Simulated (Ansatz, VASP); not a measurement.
# Cross-check of K2SnTeCl2 between VASP and Ansatz, part 3 of 3

One calculation is typed for both programs; each brings its own data sets. How far apart do they land? The cell is generated by rule, not measured, and may not be a known phase. The cell is taken from a series of runs on this material, whose earlier steps may have relaxed, scaled, displaced or heated it; both programs get it as it stands.

VASP 6.6.1 and Ansatz 0.2.0.

So far: Ansatz: relaxation of cell and atoms, PBEsol, pair 1; VASP: relaxation of cell and atoms, PBEsol, pair 1; Comparison; VASP: relaxation of cell and atoms, PBEsol, pair 2; Ansatz: relaxation of cell and atoms, PBEsol, pair 2; Differences.

### 8. Ansatz: relaxation of cell and atoms, PBEsol, pair 3

Level of this step: Ansatz beside VASP: Kohn-Sham DFT, plane waves, PBEsol (Ansatz).

The relaxed volume is the usual yardstick between codes: in a stiff, nearly cubic crystal its relative difference is about their pressure difference at one cell divided by the bulk modulus.

The cell is taken from a series of runs on this material, whose earlier steps may have relaxed, scaled, displaced or heated it; both programs get it as it stands.

input.yaml

```yaml
crystal:
  lattice:
    - [3.1247977111, 3.1247977111, 0.0]
    - [-3.1247977111, 3.1247977111, 0.0]
    - [3.1247977111, 0.0, 9.5877745561]
  atoms:
    - { symbol: Cl, position: [0.5016599782, 0.4956838797, 0.9913677595] }
    - { symbol: Cl, position: [0.826361071, 0.1709827869, 0.3419655739] }
    - { symbol: K, position: [0.9910935425, 0.0064938357, 0.0129876715] }
    - { symbol: K, position: [0.3374145473, 0.6601728309, 0.3203456619] }
    - { symbol: Sn, position: [0.650383481, 0.3333333333, 0.6666666667] }
    - { symbol: Te, position: [0.1847697721, 0.8333333333, 0.6666666667] }
kpoints:
  mp_grid: { grid: [8, 8, 8] }
hamiltonian:
  xc: pbesol
scf:
  occupations: { method: fixed }
output:
  forces: true
  stress: true
  eigenvalues: true
relax:
  adjacent_minimum: "off"
  f_tol: 0.002
  max_steps: 120
  cell: { stress_tol: 0.03 }
```

Run with:

```console
ansatz run input.yaml --threads 8 --pin off --max-ram 14336MiB --backend cpu --events-out ev --progress --plain --runs-dir out
```

Numbers of over 12 decimals in the logs are rounded to 6 here.

Output:

```text
[...]
Crystal: 6 atoms, lattice volume = 187.237 Å³
Basis set: ecut = 420 eV, 3697 PW (Γ), exchange–correlation on 60×60×144 points (8 copies of the dense FFT grid, shifted against one another)
Bands: 38, of which v1, the nominal top of the filled ones, is band 31 counted from 1 (30 counted from 0)
Symmetry: 4 space group operations
[...]
k-points: 95 of 512 (time reversal used)
[...]
- [-3.120317, 3.120317, -2.032766937973684e-19]
    - [3.136364, 0.016048, 9.590288]
  atoms:
    - { symbol: Cl, position: [0.496670, 0.496030, 0.992059] }
    - { symbol: Cl, position: [0.822063, 0.170637, 0.341274] }
    - { symbol: K, position: [0.985274, 0.0064464, 0.012893] }
    - { symbol: K, position: [0.331500, 0.660220, 0.320441] }
    - { symbol: Sn, position: [0.654268, 0.3333333333, 0.6666666667] }
    - { symbol: Te, position: [0.201907, 0.8333333333, 0.6666666667] }
[key lines of the parts left out:]
SCF converged after 5 iterations
Free energy (F): -18012.676639 eV
Fermi energy:    5.968661 eV
P = ⅓ Tr σ = -0.0067 GPa (-0.067 kbar)
```

### 9. VASP: relaxation of cell and atoms, PBEsol, pair 3

The same cell, functional and mesh now go to VASP, with its own data sets.

INCAR

```
SYSTEM = K2SnTeCl2
PREC = Accurate
ENCUT = 500
EDIFF = 1E-07
NELM = 120
ISMEAR = 0
SIGMA = 0.01
LREAL = .FALSE.
ALGO = Normal
GGA = PS
NBANDS = 32
LORBIT = 11
LWAVE = .FALSE.
LCHARG = .FALSE.
ISIF = 3
IBRION = 2
NSW = 80
EDIFFG = -0.005
LASPH = .TRUE.
GGA_COMPAT = .FALSE.
NELMIN = 4
EFERMI = MIDGAP
KPAR = 2
```

POSCAR

```
K2SnTeCl2
1.0
    3.1247980000      3.1247980000      0.0000000000
   -3.1247980000      3.1247980000      0.0000000000
    3.1247980000      0.0000000000      9.5877750000
Cl K Sn Te
2 2 1 1
Direct
    0.5016599496      0.4956838787      0.9913677574
    0.8263610403      0.1709827880      0.3419655760
    0.9910935216      0.0064938424      0.0129876848
    0.3374145398      0.6601728242      0.3203456485
    0.6503833741      0.3333333333      0.6666666667
    0.1847697569      0.8333331733      0.6666666667
```

KPOINTS

```
Automatic mesh
0
Gamma
8 8 8
0 0 0
```

Potentials, in the order of the species: Cl, K_sv, Sn_d and Te (PBE family, release 64).

The structure was displaced a little from the last result, to break its symmetry.

Run with:

```console
mpirun -np 2 vasp_std
```

Output:

```text
[... set-up lines as in an earlier step ...]
 entering main loop
       N       E                     dE             d eps       ncg     rms          rms(c)
DAV:   1     0.468885298451E+03    0.46889E+03   -0.22860E+04  6096   0.158E+03
DAV:   2     0.434159423188E+02   -0.42547E+03   -0.41361E+03  6536   0.416E+02
DAV:   3    -0.179525906612E+02   -0.61369E+02   -0.60747E+02  7552   0.147E+02
DAV:   4    -0.222149169146E+02   -0.42623E+01   -0.42522E+01  9152   0.355E+01
[...]
DAV:  13    -0.217257546498E+02   -0.79381E-05   -0.14705E-05  7416   0.168E-02    0.427E-03
DAV:  14    -0.217257548158E+02   -0.16599E-06   -0.23108E-06  8696   0.697E-03    0.231E-03
DAV:  15    -0.217257547589E+02    0.56883E-07   -0.45826E-07  6112   0.364E-03
   1 F= -.21725755E+02 E0= -.21725755E+02  d E =-.217258E+02
[... from here on, the cycles between the ionic steps are left out ...]
   2 F= -.21726350E+02 E0= -.21726350E+02  d E =-.594841E-03
   3 F= -.21726418E+02 E0= -.21726418E+02  d E =-.662827E-03
  12 F= -.21727807E+02 E0= -.21727807E+02  d E =-.147853E-03
  13 F= -.21727891E+02 E0= -.21727891E+02  d E =-.840346E-04
  14 F= -.21728041E+02 E0= -.21728041E+02  d E =-.234349E-03
  15 F= -.21728059E+02 E0= -.21728059E+02  d E =-.252082E-03
  16 F= -.21728107E+02 E0= -.21728107E+02  d E =-.485398E-04
  17 F= -.21728107E+02 E0= -.21728107E+02  d E =-.484735E-04
  18 F= -.21728134E+02 E0= -.21728134E+02  d E =-.271354E-04
  19 F= -.21728135E+02 E0= -.21728135E+02  d E =-.280012E-04
  20 F= -.21728155E+02 E0= -.21728155E+02  d E =-.194711E-04
  21 F= -.21728184E+02 E0= -.21728184E+02  d E =-.484106E-04
[...]
reached required accuracy - stopping structural energy minimisation
```

Parts of OUTCAR (step 9):

```text
  Total       -0.0105813     -0.0105813     -0.0005173      0.0034417     -0.0000000      0.0000000
  in kB       -0.0898133     -0.0898133     -0.0043904      0.0292131     -0.0000000      0.0000000
  external PRESSURE =      -0.0613390 kB  Pullay stress =       0.0000000 kB

 POSITION                                       TOTAL-FORCE (eV/Angst)
 -----------------------------------------------------------------------------------
      3.13150      3.13150      9.50995        -0.001145     -0.001145      0.002866
      3.13150      3.13150      3.27690        -0.001145     -0.001145     -0.002866
      3.12733      3.12733      0.12456        -0.000025     -0.000025     -0.000682
     -0.00980      3.11221      3.07216        -0.000025     -0.000025      0.000682
      3.11206      3.11206      6.39342         0.001610      0.001610      0.000000
      0.12045      3.24246      6.39342         0.000730      0.000730      0.000000
 -----------------------------------------------------------------------------------
    total drift:                                0.000262      0.000601     -0.000036

  FREE ENERGIE OF THE ION-ELECTRON SYSTEM (eV)
  ---------------------------------------------------
  free  energy   TOTEN  =       -21.7281837530 eV

  energy  without entropy=      -21.7281837530  energy(sigma->0) =      -21.72818375

[... 1 part as in an earlier step ...]

[... 3 further parts left out ...]
[key lines of the parts left out:]
E-fermi :   3.5857
```

### 10. Side by side

What differs besides the data sets and the points named for the pairs above, as far as they apply: the data sets hold 62 valence electrons in Ansatz (on its default PAW (the set named soft_2) files) and 52 in VASP. Total energies have different zeros and are not compared.

Compared:

```
                                         quantity  Ansatz    VASP  difference
                                      volume (Å³)  188.67  188.76     -0.05 %
edge a after relaxation, in the typed setting (Å)   4.458   4.458     +0.00 %
edge b after relaxation, in the typed setting (Å)   4.413   4.415     -0.05 %
edge c after relaxation, in the typed setting (Å)  10.090  10.090     +0.00 %
```

### 11. What came out

```yaml
difference_in_volume_relaxation_of_cell_and_atoms_pbesol_pair_1: -0.053 %
difference_in_volume_relaxation_of_cell_and_atoms_pbesol_pair_2: -0.099 %
difference_in_edge_b_after_relaxation_in_the_typed_setting_relaxation_of_cell_and_atoms_pbesol_pair_3: -0.054 %
```

In words: The difference in volume is -0.099 % (relaxation of cell and atoms, PBEsol, pair 2), within the 1.2 % picked in this series as the mark of a large difference, as far as the stopping tolerances let one tell. The data sets hold unlike numbers of valence electrons (62 in Ansatz and 52 in VASP), so part of the differences comes from the potentials. 1 further run of this series is not shown here. How closely two codes agree says nothing of how well the functional describes the real material.

[Lines on the potential files, build, host, timing and source positions are cut from VASP's logs without a mark.]

[Logs are printed without paths, hosts, clocks, repeated set-up lines and the standing remarks that a program may print on its own settings, such as how far it seeks lower states.]

[Hosts, paths, dates, database ids (printed as entryN), source tags and the programs' standing remarks are cut or masked in the printed files.]
